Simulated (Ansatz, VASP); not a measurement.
# SnO (Romarchite) in two plane-wave programs, part 2 of 2

Wanted: the spread between two codes on one cell, functional and k mesh. The cell is taken from a series of runs on this material, whose earlier steps may have relaxed, scaled, displaced or heated it; both programs get it as it stands.

VASP 6.6.1 and Ansatz 0.2.0.

So far: The structure; Ansatz: relaxation of cell and atoms, PBEsol.

## (3) VASP: relaxation of cell and atoms, PBEsol

Level of this step: PBEsol; plane waves and PAW (Sn_d, O) (VASP).

The same cell, functional, mesh and smearing now go to VASP, with its own data sets.

Lines of VASP's logs that name or quote its potential files are left out, and so is its time.

The input, INCAR:

```
SYSTEM = SnO
PREC = Accurate
ENCUT = 600
EDIFF = 1E-07
NELM = 120
ISMEAR = 1
SIGMA = 0.2
LREAL = .FALSE.
ALGO = Normal
GGA = PS
NBANDS = 26
LORBIT = 11
LWAVE = .FALSE.
LCHARG = .FALSE.
ISIF = 3
IBRION = 2
NSW = 80
EDIFFG = -0.005
LASPH = .TRUE.
GGA_COMPAT = .FALSE.
NELMIN = 4
KPAR = 2
```

The input, POSCAR:

```
SnO
1.0
    3.8045970000      0.0000000000      0.0000000000
    0.0000000000      3.8045970000      0.0000000000
    0.0000000000      0.0000000000      4.7509360000
Sn O
2 2
Direct
    0.4999998686      0.0000000000      0.2424667476
    0.0000000000      0.4999998686      0.7575330419
    0.0000000000      0.0000000000      0.0000000000
    0.4999998686      0.4999998686      0.0000000000
```

The input, KPOINTS:

```
Automatic mesh
0
Gamma
12 12 10
0 0 0
```

Potentials, in the order of the species: Sn_d and O (PBE family, release 64).

The run is started by

```sh
$ mpirun -np 2 vasp_std
```

Numbers of over 12 decimals in the logs are rounded to 6 here.

The program printed:

```text
[banner, memory and clock lines left out]
running    2 mpi-ranks, on    1 nodes
 distrk:  each k-point on    1 cores,    2 groups
 distr:  one band on    1 cores,    1 groups

 POSCAR found type information on POSCAR SnO
 POSCAR found :  2 types and       4 ions
|                                                                             |
|               ----> ADVICE to this user running VASP <----                  |
|                                                                             |
|     You enforced a specific xc type in the INCAR file but a different       |
|     [... a line on the potential file left out ...]
|     I HOPE YOU KNOW WHAT YOU ARE DOING!                                     |
|                                                                             |

 LDA part: xc-table for (Slater+PW92), standard interpolation
 POSCAR, INCAR and KPOINTS ok, starting setup
 FFT: planning ... GRIDC
 FFT: planning ... GRID_SOFT
 FFT: planning ... GRID
 WAVECAR not read
 entering main loop
       N       E                     dE             d eps       ncg     rms          rms(c)
DAV:   1     0.423522870874E+03    0.42352E+03   -0.22067E+04  8854   0.258E+03
DAV:   2     0.365348183970E+02   -0.38699E+03   -0.37613E+03  9136   0.575E+02
DAV:   3    -0.243763251976E+02   -0.60911E+02   -0.59825E+02 10080   0.194E+02
DAV:   4    -0.273688101903E+02   -0.29925E+01   -0.29764E+01 10228   0.447E+01
DAV:   5    -0.274377105780E+02   -0.68900E-01   -0.68815E-01 10600   0.730E+00    0.108E+01
DAV:   6    -0.242776910105E+02    0.31600E+01   -0.16072E+01 14430   0.464E+01    0.477E+00
DAV:   7    -0.242527830659E+02    0.24908E-01   -0.18569E+00 10134   0.866E+00    0.244E+00
DAV:   8    -0.242316305366E+02    0.21153E-01   -0.35421E-01 12052   0.412E+00    0.822E-01
DAV:   9    -0.242176535838E+02    0.13977E-01   -0.68932E-02 13702   0.285E+00    0.223E-01
DAV:  10    -0.242188129718E+02   -0.11594E-02   -0.90455E-03 12948   0.938E-01    0.146E-01
DAV:  11    -0.242183964661E+02    0.41651E-03   -0.22395E-03 13430   0.474E-01    0.247E-02
DAV:  12    -0.242184299941E+02   -0.33528E-04   -0.30452E-04  9180   0.104E-01    0.329E-02
DAV:  13    -0.242184222517E+02    0.77423E-05   -0.38902E-05 13098   0.541E-02    0.213E-03
DAV:  14    -0.242184223478E+02   -0.96061E-07   -0.24193E-06  9668   0.106E-02    0.339E-03
DAV:  15    -0.242184224665E+02   -0.11873E-06   -0.16868E-07  7560   0.351E-03    0.157E-03
DAV:  16    -0.242184225601E+02   -0.93566E-07   -0.71884E-08  4706   0.236E-03
   1 F= -.24218423E+02 E0= -.24218658E+02  d E =-.242184E+02
[...]
2 F= -.24218478E+02 E0= -.24218705E+02  d E =-.550629E-04
[...]
3 F= -.24218751E+02 E0= -.24218983E+02  d E =-.328548E-03
[...]
4 F= -.24218824E+02 E0= -.24219048E+02  d E =-.730244E-04
[...]
5 F= -.24218896E+02 E0= -.24219096E+02  d E =-.145289E-03
[...]
6 F= -.24218955E+02 E0= -.24219154E+02  d E =-.589710E-04
 trial-energy change:   -0.000059  1 .order   -0.000059   -0.000073   -0.000044
 step:   3.3833(harm=  3.3833)  dis= 0.00236  next Energy=   -24.218988 (dE=-0.915E-04)
 bond charge predicted
       N       E                     dE             d eps       ncg     rms          rms(c)
DAV:   1    -0.242202154810E+02   -0.12601E-02   -0.63700E-02 13086   0.213E+00    0.216E-01
DAV:   2    -0.242192615474E+02    0.95393E-03   -0.28882E-03 10896   0.580E-01    0.103E-01
DAV:   3    -0.242190439021E+02    0.21765E-03   -0.37199E-04 11436   0.345E-01    0.479E-02
DAV:   4    -0.242189916612E+02    0.52241E-04   -0.12188E-04 13118   0.157E-01    0.108E-02
DAV:   5    -0.242189928434E+02   -0.11822E-05   -0.32769E-05 11626   0.678E-02    0.506E-03
DAV:   6    -0.242189927108E+02    0.13261E-06   -0.32350E-06 10930   0.168E-02    0.184E-03
DAV:   7    -0.242189926995E+02    0.11256E-07   -0.33189E-07  7758   0.507E-03
   7 F= -.24218993E+02 E0= -.24219191E+02  d E =-.963020E-04
 curvature:  -2.86 expect dE=-0.736E-05 dE for cont linesearch -0.657E-07
 trial: gam=-0.07802 g(F)=  0.177E-05 g(S)=  0.798E-06 ort = 0.145E-05 (trialstep = 0.176E+01)
 search vector abs. value=  0.290E-05
 reached required accuracy - stopping structural energy minimisation
```

From OUTCAR (step 3):

```text
ion  position               nearest neighbor table
   1  0.500  0.000  0.242-   3 2.22   4 2.22   3 2.22   4 2.22   2 3.54   2 3.54   2 3.54   2 3.54
                             2 3.64   2 3.64   2 3.64   2 3.64
   2  0.000  0.500  0.758-   3 2.22   4 2.22   3 2.22   4 2.22   1 3.54   1 3.54   1 3.54   1 3.54
                             1 3.64   1 3.64   1 3.64   1 3.64
   3  0.000  0.000  0.000-   1 2.22   2 2.22   1 2.22   2 2.22
   4  0.500  0.500  0.000-   1 2.22   2 2.22   1 2.22   2 2.22

  LATTYP: Found a simple tetragonal cell.
 ALAT       =     3.8045970000
 C/A-ratio  =     1.2487356742

 Subroutine GETGRP returns: Found 16 space group operations
 (whereof  8 operations were pure point group operations)

The static configuration has the point symmetry D_2d.
 The point group associated with its full space group is D_4h.

 Found    168 irreducible k-points:

   k-points           NKPTS =    168   k-points in BZ     NKDIM =    168   number of bands    NBANDS=     26

   dimension x,y,z NGX =    30 NGY =   30 NGZ =   40
   dimension x,y,z NGXF=    60 NGYF=   60 NGZF=   80

   ENCUT  =  600.0 eV  44.10 Ry    6.64 a.u.   7.60  7.60  9.49*2*pi/ulx,y,z

   NELECT =      40.0000    total number of electrons

 k-points in reciprocal lattice and weights: Automatic mesh
   0.00000000  0.00000000  0.00000000       0.001
   0.08333333  0.00000000  0.00000000       0.003
   0.16666667  0.00000000  0.00000000       0.003
   0.25000000  0.00000000  0.00000000       0.003
   0.33333333  0.00000000  0.00000000       0.003
   0.41666667  0.00000000  0.00000000       0.003
   0.50000000  0.00000000  0.00000000       0.001
   0.08333333  0.08333333  0.00000000       0.003
   0.16666667  0.08333333  0.00000000       0.006
[...]
0.50000000  0.41666667  0.50000000       0.003
   0.50000000  0.50000000  0.50000000       0.001

 average (electrostatic) potential at core
       1 -99.5567       2 -99.5567       3 -68.6539       4 -68.6539

 E-fermi :   7.3083

 k-point     1 :       0.0000    0.0000    0.0000
  band No.  band energies     occupation
    ...
     16       0.9298      2.00000
     17       3.7716      2.00000
     18       4.0870      2.00000
     19       4.0870      2.00000
     20       7.2523      1.45353
     21       9.4045     -0.00000
     22      11.7699      0.00000
     23      11.7699      0.00000
     24      11.8444      0.00000
     25      13.0641      0.00000
    ...

 k-point     2 :       0.0833    0.0000    0.0000
  band No.  band energies     occupation
    ...
     16       0.9764      2.00000
     17       3.6615      2.00000
     18       4.0135      2.00000
     19       4.0228      2.00000
     20       7.2637      1.36679
     21       9.6189     -0.00000
     22      11.0762     -0.00000
     23      11.8150      0.00000
     24      12.1125      0.00000
     25      12.8827      0.00000
    ...

 k-point     3 :       0.1667    0.0000    0.0000
  band No.  band energies     occupation
    ...
     16       1.1141      2.00000
     17       3.3841      2.00000
     18       3.8378      2.00000
     19       3.8509      2.00000
     20       7.1764      1.88989
     21      10.1579     -0.00000
     22      10.3122     -0.00000
     23      11.9484      0.00000
     24      12.3795      0.00000
     25      12.4922      0.00000
    ...

  Total        0.0024118      0.0024118     -0.0073865      0.0000000      0.0000000      0.0000000
  in kB        0.0563829      0.0563829     -0.1726828      0.0000000      0.0000000      0.0000000
  external PRESSURE =      -0.0199723 kB  Pullay stress =       0.0000000 kB

  energy-cutoff  :      600.00
  volume of cell :       68.53
      direct lattice vectors                 reciprocal lattice vectors
     3.805289512  0.000000000  0.000000000     0.262792094  0.000000000  0.000000000
     0.000000000  3.805289512  0.000000000     0.000000000  0.262792094  0.000000000
     0.000000000 -0.000000000  4.732864299     0.000000000  0.000000000  0.211288543

 POSITION                                       TOTAL-FORCE (eV/Angst)
 -----------------------------------------------------------------------------------
      1.90264     -0.00000      1.15612        -0.000000      0.000000     -0.004285
      0.00000      1.90264      3.57675         0.000000     -0.000000      0.004285
      0.00000      0.00000      0.00000         0.000000      0.000000      0.000000
      1.90264      1.90264      0.00000        -0.000000      0.000000      0.000000
 -----------------------------------------------------------------------------------
    total drift:                                0.000286      0.000778      0.000648

  FREE ENERGIE OF THE ION-ELECTRON SYSTEM (eV)
  ---------------------------------------------------
  free  energy   TOTEN  =       -24.2189926995 eV

  energy  without entropy=      -24.2195877575  energy(sigma->0) =      -24.21919105

 reached required accuracy - stopping structural energy minimisation

 total charge
# of ion       s       p       d       tot
------------------------------------------
    1        1.245   0.806  10.082  12.133
    2        1.245   0.806  10.082  12.133
    3        1.569   3.418   0.000   4.987
    4        1.569   3.418   0.000   4.987
--------------------------------------------------
tot          5.629   8.448  20.164  34.241

[... 3 further parts left out ...]
```

## (4) Side by side

Known differences besides the potentials themselves: the cutoff is 420 eV in Ansatz and 600 eV in VASP; Ansatz makes its cores anew for this functional, VASP keeps those of its PBE data sets; Ansatz adds a Pulay correction to the stress that steers its cell, VASP none. Total energies have different zeros and are not compared.

Both answers:

| quantity | Ansatz | VASP | difference |
| --- | --- | --- | --- |
| volume (Å³) | 68.77 | 68.53 | +0.34 % |
| edge a after relaxation, in the typed setting (Å) | 3.805 | 3.805 | -0.02 % |
| edge c after relaxation, in the typed setting (Å) | 4.751 | 4.733 | +0.38 % |

## (5) What came out

| Property | Result |
| --- | --- |
| difference in edge c after relaxation, in the typed setting (relaxation of cell and atoms, PBEsol) | 0.38 % |

In words: The difference in edge c after relaxation, in the typed setting is 0.38 % (relaxation of cell and atoms, PBEsol), within the 1.2 % picked in this series as the mark of a large difference, as far as the stopping tolerances let one tell. Such differences can come from data sets, numerical settings and the points named under the comparisons, not from the functional's error against experiment.

[Lines on the potential files, build, host, timing and source positions are cut from VASP's logs without a mark.]

[Logs are printed without paths, hosts, clocks, repeated set-up lines and the standing remarks that a program may print on its own settings, such as how far it seeks lower states.]

[Hosts, paths, dates, database ids (printed as entryN), source tags and the programs' standing remarks are cut or masked in the printed files.]
